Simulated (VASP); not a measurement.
Here is a VASP 6.6.1 calculation.

Contents of POSCAR:

```
Y2Os
1.0
    5.9776844400      0.0000000000      0.0000000000
    0.0000000000      5.9776844400      0.0000000000
    0.0000000000      0.0000000000      4.2291288400
Os Y
2 4
Direct
    0.0000000000      0.0000000000      0.0000000000
    0.5000000000      0.5000000000      0.5000000000
    0.3081000000      0.3081000000      0.0000000000
    0.1919000000      0.8081000000      0.5000000000
    0.6919000000      0.6919000000      0.0000000000
    0.8081000000      0.1919000000      0.5000000000
```

The input INCAR.step1:

```
SYSTEM = Y2Os
ALGO = Normal
EDIFF = 1E-4
ENCUT = 520
GGA = PE
ISMEAR = 1
LASPH = .True.
LCHARG = .False.
LREAL = .False.
LWAVE = .True.
NBANDS = 39
NELM = 100
PREC = Accurate
SIGMA = 0.0473
```

File INCAR.step2:

```
SYSTEM = Y2Os
ALGO = Normal
EDIFF = 1E-7
ENCUT = 520
ISIF = 2
ISMEAR = 1
ISTART = 1
LASPH = .True.
LCHARG = .True.
LELF = .True.
LMIXTAU = .True.
LREAL = .False.
LVHAR = .True.
LWAVE = .False.
METAGGA = R2SCAN
NBANDS = 39
NELM = 100
PREC = Accurate
SIGMA = 0.0473
```

Contents of KPOINTS:

```
k-points
0
Gamma
  5 5 6
  0 0 0
```

Potentials or basis: VASP PAW PBE potentials, release 64 (Os, Y_sv).

Command:

```sh
$ cat potpaw_PBE.64/Os/POTCAR potpaw_PBE.64/Y_sv/POTCAR > POTCAR
$ cp INCAR.step1 INCAR
$ mpirun -np 1 vasp_std > vasp.out
$ cp INCAR.step2 INCAR
$ mpirun -np 1 vasp_std > vasp.out
```

What does it give for the band gap on the k mesh?

None (metal or under the smearing width).

Estimate the pressure.

12.6 GPa.

Estimate the largest force.

0.339 eV/Å.

Stress tensor (GPa, compression positive):
```
12.48  0.00  0.00
 0.00 12.48  0.00
 0.00  0.00 12.82
```

Caveat: the PAW data sets were made with another functional, which shifts forces and pressure a little. Spin-orbit coupling is left out, which matters for the levels of Os.
